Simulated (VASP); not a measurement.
These are PBEsol GGA, VASP's PBE PAW potentials (set 64) (plane waves; VASP) values and carry that method's errors.

The input files of a VASP run:

File POSCAR:
```
ZrO
1
    0.0000000000     2.7828280000     2.7828280000
    2.7828280000     0.0000000000     2.7828280000
    2.7828280000     2.7828280000     0.0000000000
Zr O
1 1
Direct
  0.0000000000   0.0000000000   0.0000000000
  0.2500000000   0.2500000000   0.2500000000
```

**INCAR**
```
SYSTEM = ZrO
PREC = Accurate
ENCUT = 520
EDIFF = 1E-6
NELM = 100
ALGO = Normal
LREAL = .FALSE.
LASPH = .TRUE.
ISMEAR = 1
SIGMA = 0.1
GGA = PS
LMAXMIX = 4
LWAVE = .FALSE.
LCHARG = .FALSE.
IBRION = 2
ISIF = 3
NSW = 60
EDIFFG = -0.01
```

### KPOINTS
```
Automatic mesh
0
Gamma
10 10 10
0 0 0
```

POTCAR, in this order: Zr_sv O (PBE.64 set). Program: vasp_std.

What VASP printed:

**OUTCAR**
```
 ion  position               nearest neighbor table
   1  0.000  0.000  0.000-   2 2.41   2 2.41   2 2.41   2 2.41
   2  0.250  0.250  0.250-   1 2.41   1 2.41   1 2.41   1 2.41
  LATTYP: Found a face centered cubic cell.
 ALAT       =     5.5656560000
 Subroutine PRICEL returns:
 Original cell was already a primitive cell.
 Subroutine GETGRP returns: Found 24 space group operations
The static configuration has the point symmetry T_d .
The dynamic configuration has the point symmetry T_d .
 Subroutine INISYM returns: Found 24 space group operations
 Subroutine IBZKPT returns following result:
 Found     47 irreducible k-points:

 Following reciprocal coordinates:
            Coordinates               Weight
  0.000000  0.000000  0.000000      1.000000
  0.100000  0.000000  0.000000      8.000000
  0.200000  0.000000  0.000000      8.000000
  0.300000  0.000000  0.000000      8.000000
  0.400000  0.000000  0.000000      8.000000
  0.500000  0.000000  0.000000      4.000000
  0.100000  0.100000  0.000000      6.000000
  0.200000  0.100000  0.000000     24.000000
  0.300000  0.100000  0.000000     24.000000
  0.400000  0.100000  0.000000     24.000000
  0.500000  0.100000  0.000000     24.000000
 -0.400000  0.100000  0.000000     24.000000
 -0.300000  0.100000  0.000000     24.000000
 -0.200000  0.100000  0.000000     24.000000
 -0.100000  0.100000  0.000000     12.000000
  0.200000  0.200000  0.000000      6.000000
  0.300000  0.200000  0.000000     24.000000
  0.400000  0.200000  0.000000     24.000000
  0.500000  0.200000  0.000000     24.000000
 -0.400000  0.200000  0.000000     24.000000
 -0.300000  0.200000  0.000000     24.000000
 -0.200000  0.200000  0.000000     12.000000
  0.300000  0.300000  0.000000      6.000000
  0.400000  0.300000  0.000000     24.000000
  0.500000  0.300000  0.000000     24.000000
 -0.400000  0.300000  0.000000     24.000000
 -0.300000  0.300000  0.000000     12.000000
  0.400000  0.400000  0.000000      6.000000
  0.500000  0.400000  0.000000     24.000000
 -0.400000  0.400000  0.000000     12.000000
  0.500000  0.500000  0.000000      3.000000
  0.300000  0.200000  0.100000     24.000000
  0.400000  0.200000  0.100000     48.000000
  0.500000  0.200000  0.100000     48.000000
 -0.400000  0.200000  0.100000     24.000000
  0.400000  0.300000  0.100000     24.000000
  0.500000  0.300000  0.100000     48.000000
 -0.400000  0.300000  0.100000     48.000000
 -0.300000  0.300000  0.100000     48.000000
 -0.200000  0.300000  0.100000     24.000000
   k-points           NKPTS =     47   k-points in BZ     NKDIM =     47   number of bands    NBANDS=     13
   number of dos      NEDOS =    301   number of ions     NIONS =      2
   total plane-waves  NPLWV =  27000
   dimension x,y,z NGX =    30 NGY =   30 NGZ =   30
   dimension x,y,z NGXF=    60 NGYF=   60 NGZF=   60
   ions per type =               1   1
   PREC   = accura    normal or accurate (medium, high low for compatibility)
   ISTART =      0    job   : 0-new  1-cont  2-samecut
   ICHARG =      2    charge: 1-file 2-atom 10-const
   ISPIN  =      1    spin polarized calculation?
   LNONCOLLINEAR =      F non collinear calculations
   LSORBIT =      F    spin-orbit coupling
   INIWAV =      1    electr: 0-lowe 1-rand  2-diag
   ENCUT  =  520.0 eV  38.22 Ry    6.18 a.u.   7.32  7.32  7.32*2*pi/ulx,y,z
   NELM   =    100;   NELMIN=  2; NELMDL= -5     # of ELM steps
   EDIFF  = 0.1E-05   stopping-criterion for ELM
   LREAL  =      F    real-space projection
   NLSPLINE    = F    spline interpolate recip. space projectors
   LMAXMIX     =    4 max onsite mixed and CHGCAR
...
```

**OSZICAR**
```
       N       E                     dE             d eps       ncg     rms          rms(c)
DAV:   1     0.138438742944E+03    0.13844E+03   -0.97933E+03  1230   0.132E+03
DAV:   2    -0.115843028494E+02   -0.15002E+03   -0.14568E+03  1512   0.333E+02
DAV:   3    -0.203951318581E+02   -0.88108E+01   -0.86343E+01  1765   0.777E+01
DAV:   4    -0.208424453888E+02   -0.44731E+00   -0.44672E+00  1740   0.140E+01
DAV:   5    -0.208482158045E+02   -0.57704E-02   -0.57702E-02  1661   0.166E+00    0.117E+01
DAV:   6    -0.177624609177E+02    0.30858E+01   -0.21262E+01  1403   0.327E+01    0.652E+00
DAV:   7    -0.173650679638E+02    0.39739E+00   -0.28153E+00  1439   0.122E+01    0.260E+00
DAV:   8    -0.173051451328E+02    0.59923E-01   -0.52047E-01  1574   0.527E+00    0.925E-01
DAV:   9    -0.173008380328E+02    0.43071E-02   -0.17620E-01  1475   0.305E+00    0.687E-01
DAV:  10    -0.172940066021E+02    0.68314E-02   -0.25236E-02  1715   0.110E+00    0.930E-02
DAV:  11    -0.172941631440E+02   -0.15654E-03   -0.11164E-03  1582   0.258E-01    0.602E-02
DAV:  12    -0.172941326505E+02    0.30494E-04   -0.27322E-04  1664   0.111E-01    0.477E-03
DAV:  13    -0.172941333165E+02   -0.66605E-06   -0.12934E-05  1527   0.272E-02    0.589E-03
DAV:  14    -0.172941336060E+02   -0.28941E-06   -0.56888E-07   921   0.656E-03
   1 F= -.17294134E+02 E0= -.17294289E+02  d E =-.172941E+02
       N       E                     dE             d eps       ncg     rms          rms(c)
DAV:   1    -0.714680411810E+02   -0.54174E+02   -0.16524E+03  1272   0.441E+02    0.113E+02
DAV:   2    -0.242292502043E+02    0.47239E+02   -0.98075E+01  1252   0.104E+02    0.235E+01
DAV:   3    -0.170846019620E+02    0.71446E+01   -0.27106E+01  1949   0.587E+01    0.179E+01
DAV:   4    -0.171156716316E+02   -0.31070E-01   -0.15734E+00  1872   0.107E+01    0.132E+01
DAV:   5    -0.174896915335E+02   -0.37402E+00   -0.12764E+00  1882   0.727E+00    0.316E+00
DAV:   6    -0.175329165020E+02   -0.43225E-01   -0.26428E-02  1785   0.141E+00    0.187E+00
DAV:   7    -0.175713312856E+02   -0.38415E-01   -0.76036E-02  1973   0.199E+00    0.281E-01
DAV:   8    -0.175711978679E+02    0.13342E-03   -0.68870E-04  1377   0.272E-01    0.168E-01
DAV:   9    -0.175711404998E+02    0.57368E-04   -0.28692E-04  1850   0.149E-01    0.657E-02
DAV:  10    -0.175711420941E+02   -0.15943E-05   -0.28114E-05  1287   0.711E-02    0.399E-03
DAV:  11    -0.175711440412E+02   -0.19472E-05   -0.14046E-06  1024   0.141E-02    0.504E-03
DAV:  12    -0.175711441283E+02   -0.87096E-07   -0.26907E-07   711   0.534E-03
   2 F= -.17571144E+02 E0= -.17571742E+02  d E =-.277011E+00
       N       E                     dE             d eps       ncg     rms          rms(c)
DAV:   1    -0.267427689523E+02   -0.91716E+01   -0.26924E+02  1337   0.196E+02    0.267E+01
DAV:   2    -0.204791809334E+02    0.62636E+01   -0.30423E+01  1670   0.514E+01    0.167E+01
DAV:   3    -0.186540543224E+02    0.18251E+01   -0.97551E+00  1916   0.259E+01    0.373E+00
DAV:   4    -0.187022762534E+02   -0.48222E-01   -0.10299E+00  1480   0.785E+00    0.208E+00
DAV:   5    -0.187647913312E+02   -0.62515E-01   -0.87322E-02  1711   0.274E+00    0.138E+00
DAV:   6    -0.188450835479E+02   -0.80292E-01   -0.13706E-01  1954   0.246E+00    0.326E-01
DAV:   7    -0.188441278887E+02    0.95566E-03   -0.29837E-03  1446   0.513E-01    0.118E-01
DAV:   8    -0.188441881083E+02   -0.60220E-04   -0.65480E-04  1785   0.280E-01    0.608E-02
DAV:   9    -0.188441816272E+02    0.64811E-05   -0.12874E-05  1327   0.418E-02    0.440E-02
DAV:  10    -0.188441882853E+02   -0.66580E-05   -0.20851E-05  1422   0.546E-02    0.382E-03
DAV:  11    -0.188441883493E+02   -0.64096E-07   -0.49262E-07   706   0.801E-03
   3 F= -.18844188E+02 E0= -.18843757E+02  d E =-.155005E+01
       N       E                     dE             d eps       ncg     rms          rms(c)
DAV:   1    -0.188642426701E+02   -0.20054E-01   -0.49119E-01  1377   0.793E+00    0.137E+00
DAV:   2    -0.188492355605E+02    0.15007E-01   -0.42800E-02  1337   0.220E+00    0.422E-01
DAV:   3    -0.188472064120E+02    0.20291E-02   -0.12944E-02  1903   0.100E+00    0.142E-01
DAV:   4    -0.188472685268E+02   -0.62115E-04   -0.81851E-04  1442   0.242E-01    0.963E-02
DAV:   5    -0.188474514368E+02   -0.18291E-03   -0.22574E-04  1943   0.798E-02    0.544E-02
DAV:   6    -0.188475493552E+02   -0.97918E-04   -0.10428E-04  1988   0.673E-02    0.120E-02
DAV:   7    -0.188475554894E+02   -0.61343E-05   -0.37724E-06  1650   0.166E-02    0.245E-03
DAV:   8    -0.188475564351E+02   -0.94568E-06   -0.45390E-07   711   0.700E-03
   4 F= -.18847556E+02 E0= -.18847139E+02  d E =-.155342E+01
       N       E                     dE             d eps       ncg     rms          rms(c)
DAV:   1    -0.188553998331E+02   -0.78443E-02   -0.22844E-01  1372   0.543E+00    0.941E-01
DAV:   2    -0.188484701656E+02    0.69297E-02   -0.19904E-02  1332   0.150E+00    0.293E-01
DAV:   3    -0.188475146885E+02    0.95548E-03   -0.59585E-03  1893   0.685E-01    0.958E-02
DAV:   4    -0.188475458474E+02   -0.31159E-04   -0.38983E-04  1437   0.165E-01    0.654E-02
DAV:   5    -0.188476313295E+02   -0.85482E-04   -0.10368E-04  1943   0.542E-02    0.372E-02
DAV:   6    -0.188476794902E+02   -0.48161E-04   -0.49516E-05  1988   0.462E-02    0.839E-03
DAV:   7    -0.188476828593E+02   -0.33691E-05   -0.13533E-06  1015   0.115E-02    0.113E-03
DAV:   8    -0.188476832833E+02   -0.42402E-06   -0.57854E-07   651   0.545E-03
   5 F= -.18847683E+02 E0= -.18847279E+02  d E =-.155355E+01
       N       E                     dE             d eps       ncg     rms          rms(c)
DAV:   1    -0.188541201249E+02   -0.64373E-02   -0.19231E-01  1372   0.498E+00    0.852E-01
DAV:   2    -0.188483401332E+02    0.57800E-02   -0.17026E-02  1332   0.139E+00    0.271E-01
DAV:   3    -0.188475254053E+02    0.81473E-03   -0.49700E-03  1893   0.626E-01    0.862E-02
DAV:   4    -0.188475425549E+02   -0.17150E-04   -0.33296E-04  1442   0.153E-01    0.580E-02
DAV:   5    -0.188476025236E+02   -0.59969E-04   -0.83291E-05  1943   0.492E-02    0.337E-02
DAV:   6    -0.188476332234E+02   -0.30700E-04   -0.42402E-05  1985   0.424E-02    0.795E-03
DAV:   7    -0.188476338734E+02   -0.64998E-06   -0.11618E-06   982   0.107E-02
   6 F= -.18847634E+02 E0= -.18847218E+02  d E =0.494100E-04
       N       E                     dE             d eps       ncg     rms          rms(c)
DAV:   1    -0.188496897591E+02   -0.20565E-02   -0.54348E-02  1377   0.264E+00    0.456E-01
DAV:   2    -0.188480330150E+02    0.16567E-02   -0.47458E-03  1332   0.734E-01    0.143E-01
DAV:   3    -0.188478039930E+02    0.22902E-03   -0.14263E-03  1903   0.334E-01    0.467E-02
DAV:   4    -0.188478120034E+02   -0.80104E-05   -0.89304E-05  1442   0.803E-02    0.316E-02
DAV:   5    -0.188478336313E+02   -0.21628E-04   -0.24373E-05  1933   0.263E-02    0.179E-02
DAV:   6    -0.188478463727E+02   -0.12741E-04   -0.11474E-05  1863   0.223E-02    0.401E-03
DAV:   7    -0.188478474658E+02   -0.10931E-05   -0.28579E-07   656   0.558E-03    0.499E-04
DAV:   8    -0.188478476200E+02   -0.15415E-06   -0.15941E-07   611   0.277E-03
   7 F= -.18847848E+02 E0= -.18847437E+02  d E =-.164337E-03
```

### OUTCAR
```
------------------------ aborting loop because EDIFF is reached ----------------------------------------
  FORCE on cell =-STRESS in cart. coord.  units (eV):
  Direction    XX          YY          ZZ          XY          YZ          ZX
  --------------------------------------------------------------------------------------
  Total       -0.0013926     -0.0013926     -0.0013926      0.0000000     -0.0000000     -0.0000000
  in kB       -0.0737175     -0.0737175     -0.0737175      0.0000000     -0.0000000     -0.0000000
  external PRESSURE =      -0.0737175 kB  Pullay stress =       0.0000000 kB
  volume of cell :       30.27
      direct lattice vectors                 reciprocal lattice vectors
     0.000000000  2.473519079  2.473519079    -0.202141154  0.202141154  0.202141154
     2.473519079  0.000000000  2.473519079     0.202141154 -0.202141154  0.202141154
     2.473519079  2.473519079 -0.000000000     0.202141154  0.202141154 -0.202141154
 POSITION                                       TOTAL-FORCE (eV/Angst)
 -----------------------------------------------------------------------------------
      0.00000      0.00000      0.00000         0.000000      0.000000      0.000000
      1.23676      1.23676      1.23676        -0.000000     -0.000000     -0.000000
 -----------------------------------------------------------------------------------
    total drift:                                0.000000      0.000000      0.000000
  FREE ENERGIE OF THE ION-ELECTRON SYSTEM (eV)
  ---------------------------------------------------
  free  energy   TOTEN  =       -18.8478476200 eV

  energy  without entropy=      -18.8466167045  energy(sigma->0) =      -18.84743731

 reached required accuracy - stopping structural energy minimisation
```
(Selected blocks of OUTCAR.)

### CONTCAR
```
ZrO
   1.00000000000000
     0.0000000000000000    2.4735190791454778    2.4735190791454778
     2.4735190791454778    0.0000000000000000    2.4735190791454778
     2.4735190791454778    2.4735190791454778   -0.0000000000000000
  Zr              O
     1     1
Direct
     0.0000000000000000    0.0000000000000000    0.0000000000000000
     0.2500000000000000    0.2500000000000000    0.2500000000000000
```

Energy and stress use the plane-wave basis of the starting cell.

The structure was generated: ZrO was put into the zinc blende type (F-43m), which need not be its known phase. This run relaxes it. Symmetry was kept, so distortions that lower it aren't found.
